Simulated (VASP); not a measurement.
# CdS (Greenockite): the band gap, functional by functional, part 3 of 3

How does the band gap of CdS (Greenockite) depend on the functional? The starting structure is a measured crystal structure from the Crystallography Open Database. Cell and atoms stay as given. Meshes and data sets differ where the inputs say so.

VASP 6.6.1.

Results so far: LDA 0.933 eV; PBE 1.193 eV; r2SCAN 1.647 eV; TB-mBJ 2.709 eV; LDA + spin-orbit coupling 0.918 eV; r2SCAN + spin-orbit coupling 1.633 eV; TB-mBJ + spin-orbit coupling 2.703 eV.

The database entry behind the starting cell differs from later determinations by our own check (about 0.35 % long), so it need not match the best structure at ambient conditions.

**9. Bands with HSE06**

Level of this step: HSE06; plane waves and PAW (Cd, S) (VASP).

HSE06 mixes in a quarter of exact exchange at short range, at far higher cost; in semiconductors this cures much of the gap error, while metals seldom gain. This run uses a 4×4×2 mesh. Its starting orbitals come from a semilocal run on the same mesh, not shown.

File INCAR:

```
SYSTEM = CdS
PREC = Accurate
ENCUT = 350
EDIFF = 1E-06
NELM = 100
ISMEAR = 0
SIGMA = 0.03
LREAL = .FALSE.
ALGO = Normal
LHFCALC = .TRUE.
AEXX = 0.25
GGA = PE
HFSCREEN = 0.2
LASPH = .TRUE.
NBANDS = 24
PRECFOCK = Fast
LORBIT = 11
LWAVE = .FALSE.
LCHARG = .FALSE.
KPAR = 4
```

File POSCAR:

```
CdS
1.0
    4.1500000000      0.0000000000      0.0000000000
   -2.0750000000      3.5940054257      0.0000000000
    0.0000000000      0.0000000000      6.7370000000
Cd S
2 2
Direct
    0.6666666667      0.3333333333      0.5000000000
    0.3333333333      0.6666666667      0.0000000000
    0.6666666667      0.3333333333      0.8750000000
    0.3333333333      0.6666666667      0.3750000000
```

File KPOINTS:

```
Automatic mesh
0
Gamma
4 4 2
0 0 0
```

File KPOINTS_OPT:

```
Line mode
10
Line-mode
Reciprocal
  0.00000000   0.00000000   0.00000000 GAMMA
  0.50000000   0.00000000   0.00000000 M

  0.50000000   0.00000000   0.00000000 M
  0.33333333   0.33333333   0.00000000 K

  0.33333333   0.33333333   0.00000000 K
  0.00000000   0.00000000   0.00000000 GAMMA

  0.00000000   0.00000000   0.00000000 GAMMA
  0.00000000   0.00000000   0.50000000 A

  0.00000000   0.00000000   0.50000000 A
  0.50000000   0.00000000   0.50000000 L

  0.50000000   0.00000000   0.50000000 L
  0.33333333   0.33333333   0.50000000 H

  0.33333333   0.33333333   0.50000000 H
  0.00000000   0.00000000   0.50000000 A

  0.50000000   0.00000000   0.50000000 L
  0.50000000   0.00000000   0.00000000 M

  0.33333333   0.33333333   0.00000000 K
  0.33333333   0.33333333   0.50000000 H
```

The projector-augmented-wave data sets are Cd and S (PBE family, release 64).

Run with:

```bash
> mpirun -np 4 vasp_std
```

Numbers of over 12 decimals in the logs are rounded to 6 here.

Log:

```text
[banner, memory and clock lines left out]
running    4 mpi-ranks, on    1 nodes
[...]
LDA part: xc-table for (Slater+PW92), standard interpolation
 found WAVECAR, reading the header
 POSCAR, INCAR and KPOINTS ok, starting setup
[...]
reading WAVECAR
 the WAVECAR file was read successfully
 initial charge from wavefunction
 entering main loop
       N       E                     dE             d eps       ncg     rms          rms(c)
DAV:   1    -0.152788361051E+02   -0.15279E+02   -0.25201E+00   400   0.145E+01    0.483E+00
DAV:   2    -0.152587736848E+02    0.20062E-01   -0.19984E-01   424   0.514E+00    0.255E+00
DAV:   3    -0.152424782139E+02    0.16295E-01   -0.37145E-02   472   0.186E+00    0.161E+00
DAV:   4    -0.152406530332E+02    0.18252E-02   -0.68216E-03   440   0.597E-01    0.102E+00
[...]
DAV:   8    -0.152402907743E+02    0.11340E-04   -0.98320E-06   432   0.186E-02    0.104E-01
DAV:   9    -0.152402882177E+02    0.25566E-05   -0.33946E-06   448   0.117E-02    0.574E-02
DAV:  10    -0.152402880686E+02    0.14916E-06   -0.13958E-06   352   0.770E-03
   1 F= -.15240288E+02 E0= -.15240288E+02  d E =-.378235E-20
 Start KPOINTS_OPT (optional k-point list driver)
k-point batch [1-8\90]
       N       E                     dE             ncg
DAV:   1     0.408538750044E+03   -0.22796E+04      384
DAV:   2    -0.162630476164E+04   -0.20348E+04      440
DAV:   3    -0.176907383279E+04   -0.14277E+03      432
DAV:   4    -0.177226770958E+04   -0.31939E+01      472
DAV:   5    -0.177230722930E+04   -0.39520E-01      472
DAV:   6    -0.177230793219E+04   -0.70289E-03      448
DAV:   7    -0.177230794981E+04   -0.17616E-04      448
DAV:   8    -0.177230795036E+04   -0.55670E-06      344
[...]
k-point batch [89-90\90]
       N       E                     dE             ncg
DAV:   1     0.572040168108E+04   -0.20171E+04      104
DAV:   2     0.525327112854E+04   -0.46713E+03      112
DAV:   3     0.522739211483E+04   -0.25879E+02      120
DAV:   4     0.522695245461E+04   -0.43966E+00      112
DAV:   5     0.522694797772E+04   -0.44769E-02      112
DAV:   6     0.522694790884E+04   -0.68876E-04      112
DAV:   7     0.522694790728E+04   -0.15641E-05      112
DAV:   8     0.522694790724E+04   -0.38153E-07       72
```

It took 15 min on 4 MPI ranks of AMD EPYC 7R43, shared host; peak memory 0.97 GiB; 59 min of CPU time.

From OUTCAR (step 9):

```text
 POSITION                                       TOTAL-FORCE (eV/Angst)
 -----------------------------------------------------------------------------------
      2.07500      1.19800      3.36850        -0.000000      0.000000     -0.062478
     -0.00000      2.39600      0.00000         0.000000     -0.000000     -0.062478
      2.07500      1.19800      5.89487         0.000000     -0.000000      0.062478
     -0.00000      2.39600      2.52637        -0.000000     -0.000000      0.062478
 -----------------------------------------------------------------------------------
    total drift:                                0.000019      0.000069     -0.000442

  FREE ENERGIE OF THE ION-ELECTRON SYSTEM (eV)
  ---------------------------------------------------
  free  energy   TOTEN  =       -15.2402880686 eV

  energy  without entropy=      -15.2402880686  energy(sigma->0) =      -15.24028807

[... 1 part as in an earlier step ...]

[... 2 further parts left out ...]
[key lines of the parts left out:]
E-fermi :   0.7398
```

HSE06 gives a direct gap of 2.246 eV. The least gap is +1.313 eV from that of LDA, on another mesh, which alone can move a gap by some hundredths of an eV.

**10. Bands with PBE0**

PBE0 keeps a quarter of exact exchange at all ranges; it tends to overshoot small gaps. This run uses a 4×4×2 mesh. It starts from the orbitals of an earlier run, not shown.

Edit INCAR of step 9 so:

```diff
@@ -12,3 +12,2 @@
 GGA = PE
-HFSCREEN = 0.2
 LASPH = .TRUE.
@@ -16,2 +15,3 @@
 PRECFOCK = Fast
+HFRCUT = -1
 LORBIT = 11
```

POSCAR is that of step 9.

KPOINTS is that of step 9.

KPOINTS_OPT is that of step 9.

Run with:

```bash
> mpirun -np 4 vasp_std
```

Log:

```text
[banner, memory and clock lines left out]
running    4 mpi-ranks, on    1 nodes
[...]
LDA part: xc-table for (Slater+PW92), standard interpolation
 found WAVECAR, reading the header
 POSCAR, INCAR and KPOINTS ok, starting setup
[...]
HFRCUT set to (new)   9.156263
 reading WAVECAR
 the WAVECAR file was read successfully
 initial charge from wavefunction
 entering main loop
       N       E                     dE             d eps       ncg     rms          rms(c)
DAV:   1    -0.163440211550E+02   -0.16344E+02   -0.23965E+00   392   0.142E+01    0.466E+00
DAV:   2    -0.163424642101E+02    0.15569E-02   -0.18606E-01   424   0.483E+00    0.257E+00
DAV:   3    -0.163258166883E+02    0.16648E-01   -0.36225E-02   464   0.186E+00    0.160E+00
DAV:   4    -0.163234765373E+02    0.23402E-02   -0.76256E-03   440   0.640E-01    0.101E+00
[...]
DAV:   8    -0.163231740093E+02    0.13328E-04   -0.13495E-05   440   0.203E-02    0.107E-01
DAV:   9    -0.163231712623E+02    0.27470E-05   -0.39363E-06   448   0.118E-02    0.589E-02
DAV:  10    -0.163231709276E+02    0.33469E-06   -0.13938E-06   352   0.755E-03
   1 F= -.16323171E+02 E0= -.16323171E+02  d E =-.701791E-14
 Start KPOINTS_OPT (optional k-point list driver)
k-point batch [1-8\90]
       N       E                     dE             ncg
DAV:   1     0.363721884871E+03   -0.23244E+04      384
DAV:   2    -0.173796217562E+04   -0.21017E+04      432
DAV:   3    -0.188411718018E+04   -0.14616E+03      440
DAV:   4    -0.188716780989E+04   -0.30506E+01      472
DAV:   5    -0.188720262305E+04   -0.34813E-01      472
DAV:   6    -0.188720323889E+04   -0.61585E-03      448
DAV:   7    -0.188720325445E+04   -0.15557E-04      448
DAV:   8    -0.188720325495E+04   -0.49478E-06      352
[...]
k-point batch [89-90\90]
       N       E                     dE             ncg
DAV:   1     0.570571554992E+04   -0.20318E+04      104
DAV:   2     0.522500830541E+04   -0.48071E+03      104
DAV:   3     0.519843055192E+04   -0.26578E+02      120
DAV:   4     0.519792235333E+04   -0.50820E+00      104
DAV:   5     0.519791762795E+04   -0.47254E-02      112
DAV:   6     0.519791755215E+04   -0.75798E-04      112
DAV:   7     0.519791755048E+04   -0.16726E-05      112
DAV:   8     0.519791755044E+04   -0.39894E-07       80
```

Wall time 12 min (4 MPI ranks); peak memory 0.64 GiB; 47 min of CPU time.

From OUTCAR (step 10):

```text
 POSITION                                       TOTAL-FORCE (eV/Angst)
 -----------------------------------------------------------------------------------
      2.07500      1.19800      3.36850         0.000000     -0.000000     -0.062777
     -0.00000      2.39600      0.00000        -0.000000      0.000000     -0.062777
      2.07500      1.19800      5.89487        -0.000000     -0.000000      0.062777
     -0.00000      2.39600      2.52637         0.000000      0.000000      0.062777
 -----------------------------------------------------------------------------------
    total drift:                                0.000022      0.000071     -0.000384

  FREE ENERGIE OF THE ION-ELECTRON SYSTEM (eV)
  ---------------------------------------------------
  free  energy   TOTEN  =       -16.3231709276 eV

  energy  without entropy=      -16.3231709276  energy(sigma->0) =      -16.32317093

[... 2 parts as in an earlier step ...]

[... 1 further part left out ...]
[key lines of the parts left out:]
E-fermi :   0.3409
```

PBE0 gives a direct gap of 2.911 eV. The least gap is +1.978 eV from that of LDA, on another mesh, which alone can move a gap by some hundredths of an eV.

**11. Comparison**

```
                       level  gap (eV)  least direct gap (eV)   mesh  core minutes
                         LDA     0.933                  0.933  6×6×4          2.33
                         PBE     1.193                  1.193  6×6×4          2.47
                      r2SCAN     1.647                  1.647  6×6×4          9.67
                      TB-mBJ     2.709                  2.709  6×6×4          6.47
   LDA + spin-orbit coupling     0.918                  0.918  6×6×4          8.27
r2SCAN + spin-orbit coupling     1.633                  1.634  6×6×4          58.3
TB-mBJ + spin-orbit coupling     2.703                  2.703  6×6×4          35.7
                       HSE06     2.246                  2.246  4×4×2          59.2
                        PBE0     2.911                  2.911  4×4×2          47.2
```

Core minutes are wall time times ranks of the run shown, on a shared host.

**12. What came out**

| Property | Result |
| --- | --- |
| gap, LDA | 0.933 eV |
| gap, PBE | 1.193 eV |
| gap, r2SCAN | 1.647 eV |
| gap, TB-mBJ | 2.709 eV |
| gap, LDA + spin-orbit coupling | 0.918 eV |
| gap, r2SCAN + spin-orbit coupling | 1.633 eV |
| gap, TB-mBJ + spin-orbit coupling | 2.703 eV |
| gap, HSE06 | 2.246 eV |
| gap, PBE0 | 2.911 eV |

What this shows: Without spin-orbit coupling the gap of CdS (Greenockite) runs from 0.933 eV (LDA) to 2.911 eV (PBE0). HSE06 gives +1.05 eV from PBE, on another mesh, which alone can move a gap by some hundredths of an eV. TB-mBJ lies +0.46 eV from HSE06, on another mesh, which alone can move a gap by some hundredths of an eV. Spin-orbit coupling changes the LDA gap by -0.015 eV (LASPH differs too). Spin-orbit coupling changes the r2SCAN gap by -0.014 eV. Spin-orbit coupling changes the TB-mBJ gap by -0.006 eV. LASPH is on in some of these runs and off in others, which adds a little to the differences. These are gaps between Kohn-Sham or generalised Kohn-Sham levels of a static lattice, without excitons or temperature. Further runs on this material are not shown.

[Lines on the potential files, build, host, timing and source positions are cut from VASP's logs without a mark.]

[Logs are printed without paths, hosts, clocks, repeated set-up lines and the standing remarks that a program may print on its own settings, such as how far it seeks lower states.]

[Hosts, paths, dates, database ids (printed as entryN), source tags and the programs' standing remarks are cut or masked in the printed files.]
